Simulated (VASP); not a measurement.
Here is the system:

```
CELL_PARAMETERS angstrom
      3.11599     0.00000     0.00000
      0.00000     3.11599     0.00000
      0.00000     0.00000     3.11599
ATOMIC_POSITIONS crystal
  Zn 0.50000 0.50000 0.50000
  Au 0.00000 0.00000 0.00000
```

Method: TPSS meta-GGA, VASP's PBE PAW potentials (set 64) (plane waves; VASP). Run with 520 eV cut-off, 12×12×12 Γ-centred mesh, first-order Methfessel-Paxton smearing of 0.10 eV, potentials Zn Au.

Unless said otherwise, spin-orbit coupling is left out, though it shifts the bands of the heavy elements here.

What does the run give for the energy per atom (σ→0), pressure, band gap (on the k-mesh) with the smallest direct gap where there is one?

- band gap (on the k-mesh) = none (metal, semimetal or under 0.01 eV)
- energy per atom (σ→0) = -6.554 eV/atom
- pressure = 4.60 GPa

The compound is AuZn in the CsCl type structure. This cell is one point of a volume scan, at 0.97 of the reference volume. The electron count is odd and the run is not spin-polarised, which forces a metal.
